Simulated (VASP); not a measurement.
HfO2:

```
CELL_PARAMETERS angstrom
3.58771 0.00000 0.00000
0.00000 3.58771 0.00000
0.00000 0.00000 5.22603
ATOMIC_POSITIONS crystal
Hf 0.50000 0.50000 0.50000
Hf 0.00000 0.00000 0.00000
O 0.00000 0.50000 0.69496
O 0.50000 0.00000 0.80504
O 0.50000 0.00000 0.30504
O 0.00000 0.50000 0.19496
```

Measurements of this composition are mostly on another form, of space group No. 14.

Base run:

- Program: VASP 6.6.1
- Functional: PBE
- Potentials or basis: VASP PAW PBE potentials, release 64 (Hf_pv, O)
- Cutoff: 600 eV
- k mesh: 10 × 10 × 8
- Occupations: gaussian, width 0.02 eV
- Spin: no spin polarisation

Its results: band gap on the k mesh 4.69 eV, indirect (least direct gap 4.76 eV).

**Question.** After a change of settings the same cell gave: band gap on the k mesh 4.49 eV, indirect (least direct gap 4.56 eV). Which change was it?
A. cutoff from 600 eV to 450 eV
B. functional from PBE to LDA; potentials or basis from VASP PAW PBE potentials, release 64 (Hf_pv, O) to VASP PAW LDA potentials, release 64 (Hf_pv, O); cutoff from 600 eV to 450 eV
C. functional from PBE to r2SCAN; cutoff from 600 eV to 450 eV; further incar settings from ALGO = Fast; EDIFF = 1e-06 to ALGO = Normal; EDIFF = 1e-06
D. cutoff from 600 eV to 450 eV; k mesh from 10 × 10 × 8 to 9 × 9 × 7; further incar settings from ALGO = Fast; EDIFF = 1e-06 to ALGO = Fast; EDIFF = 1e-08; IBRION = 8

**Answer.** B.

Caveats: spin-orbit coupling is left out, which moves the levels of the heavy elements.
